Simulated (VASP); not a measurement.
# Cu (relaxed from the diamond structure, space group Fd-3m): computed properties

Method: PBEsol GGA, VASP's PBE PAW potentials (set 64) (plane waves; VASP).

- space group: Fd-3m (227)
- cell: a = b = c = 5.2256 Å, α = β = γ = 90.00°
- volume per atom: 17.84 Å³/atom
- band gap (over mesh and band path): none (metal, semimetal or under 0.01 eV)
- density: 5.92 g/cm³

```
CELL_PARAMETERS angstrom
      0.00000     2.61280     2.61280
      2.61280     0.00000     2.61280
      2.61280     2.61280     0.00000
ATOMIC_POSITIONS crystal
  Cu 0.75000 0.75000 0.75000
  Cu 0.50000 0.50000 0.50000
```

The structure was generated: Cu was put into the diamond type (Fd-3m), which need not be its known phase. It was relaxed first, which changed the volume by +12 %. Symmetry was kept, so distortions that lower it aren't found.
